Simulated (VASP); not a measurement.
Output of a VASP run:

### OSZICAR
```
       N       E                     dE             d eps       ncg     rms          rms(c)
DAV:   1     0.161482087822E+02    0.16148E+02   -0.39345E+03  1008   0.825E+02
DAV:   2    -0.487788888172E+01   -0.21026E+02   -0.21013E+02  1050   0.141E+02
DAV:   3    -0.530069715264E+01   -0.42281E+00   -0.42280E+00  1323   0.286E+01
DAV:   4    -0.530476653488E+01   -0.40694E-02   -0.40694E-02  1232   0.253E+00
DAV:   5    -0.530480972206E+01   -0.43187E-04   -0.43187E-04  1344   0.221E-01    0.291E-01
DAV:   6    -0.446485014392E+01    0.83996E+00   -0.36237E-01  1008   0.812E+00    0.189E-01
DAV:   7    -0.471469749726E+01   -0.24985E+00   -0.80658E-02  1015   0.310E+00    0.109E-01
DAV:   8    -0.445418852657E+01    0.26051E+00   -0.36506E-02  1022   0.137E+00    0.289E-02
DAV:   9    -0.453700582697E+01   -0.82817E-01   -0.98139E-02  1008   0.447E+00    0.305E-02
DAV:  10    -0.458533372973E+01   -0.48328E-01   -0.13207E-02  1008   0.166E+00    0.239E-02
DAV:  11    -0.457796816771E+01    0.73656E-02   -0.45815E-04  1078   0.326E-01    0.218E-02
DAV:  12    -0.448224893156E+01    0.95719E-01   -0.40744E-02  1008   0.316E+00    0.133E-02
DAV:  13    -0.449268073481E+01   -0.10432E-01   -0.14610E-02  1008   0.162E+00    0.194E-02
DAV:  14    -0.449313434240E+01   -0.45361E-03   -0.28143E-04  1155   0.242E-01    0.211E-02
DAV:  15    -0.449313696616E+01   -0.26238E-05   -0.85442E-06  1106   0.255E-02    0.211E-02
DAV:  16    -0.449284231105E+01    0.29466E-03   -0.14149E-04  1008   0.973E-02    0.182E-02
DAV:  17    -0.449322455764E+01   -0.38225E-03   -0.13275E-04  1022   0.160E-01    0.138E-02
DAV:  18    -0.449329396851E+01   -0.69411E-04   -0.10151E-04  1008   0.835E-02    0.111E-02
DAV:  19    -0.449328368536E+01    0.10283E-04   -0.10017E-05  1008   0.314E-02    0.116E-02
DAV:  20    -0.449329643623E+01   -0.12751E-04   -0.86294E-06  1036   0.232E-02    0.977E-03
DAV:  21    -0.449329043329E+01    0.60029E-05   -0.19419E-05  1008   0.529E-02    0.568E-03
DAV:  22    -0.449330045275E+01   -0.10019E-04   -0.20147E-06  1022   0.129E-02    0.350E-03
DAV:  23    -0.449330390371E+01   -0.34510E-05   -0.84372E-07  1008   0.115E-02    0.164E-03
DAV:  24    -0.449330844014E+01   -0.45364E-05   -0.34509E-06  1008   0.161E-02    0.864E-04
DAV:  25    -0.449330887535E+01   -0.43521E-06   -0.10373E-06  1008   0.102E-02    0.829E-04
DAV:  26    -0.449330886061E+01    0.14733E-07   -0.22866E-07  1036   0.633E-03
   1 F= -.44933089E+01 E0= -.44930529E+01  d E =-.767993E-03
```

OUTCAR:
```
------------------------ aborting loop because EDIFF is reached ----------------------------------------
  FORCE on cell =-STRESS in cart. coord.  units (eV):
  Direction    XX          YY          ZZ          XY          YZ          ZX
  --------------------------------------------------------------------------------------
  Total        0.0355200      0.0355200      0.0355200     -0.0000000      0.0000000     -0.0000000
  in kB        1.5865380      1.5865380      1.5865380     -0.0000000      0.0000000     -0.0000000
  external PRESSURE =       1.5865380 kB  Pullay stress =       0.0000000 kB
  volume of cell :       35.87
      direct lattice vectors                 reciprocal lattice vectors
    -2.077579546  2.077579546  2.077579546     0.000000000  0.240664672  0.240664672
     2.077579546 -2.077579546  2.077579546     0.240664672  0.000000000  0.240664672
     2.077579546  2.077579546 -2.077579546     0.240664672  0.240664672  0.000000000
 POSITION                                       TOTAL-FORCE (eV/Angst)
 -----------------------------------------------------------------------------------
      0.00000      0.00000      0.00000         0.000000      0.000000     -0.000000
 -----------------------------------------------------------------------------------
    total drift:                                0.000000     -0.000000      0.000000
  FREE ENERGIE OF THE ION-ELECTRON SYSTEM (eV)
  ---------------------------------------------------
  free  energy   TOTEN  =        -4.4933088606 eV

  energy  without entropy=       -4.4925408674  energy(sigma->0) =       -4.49305286
```
(Selected blocks of OUTCAR.)

POSCAR:
```
Na
1
   -2.0775795462     2.0775795462     2.0775795462
    2.0775795462    -2.0775795462     2.0775795462
    2.0775795462     2.0775795462    -2.0775795462
Na
1
Direct
  0.0000000000   0.0000000000   0.0000000000
```

### Question
Write an INCAR and KPOINTS that could have produced this output.

### Answer
One answer among several that fit: the input of the run itself, MS2 meta-GGA, plane waves, VASP's PBE PAW potentials (set 64).

### INCAR
```
ALGO = Normal
EDIFF = 1E-7
ENCUT = 520
ISIF = 2
ISMEAR = 1
LASPH = T
LCHARG = F
LMIXTAU = T
LREAL = F
LWAVE = F
METAGGA = MS2
NELM = 100
PREC = Accurate
SIGMA = 0.1
SYSTEM = Na
```

### KPOINTS
```
Automatic mesh
0
Gamma
12 12 12
0 0 0
```

POTCAR, in this order: Na_pv (PBE.64 set). Program: vasp_std.

The compound is Na in the bcc structure. This cell is one point of a volume scan, at 0.94 of the reference volume.
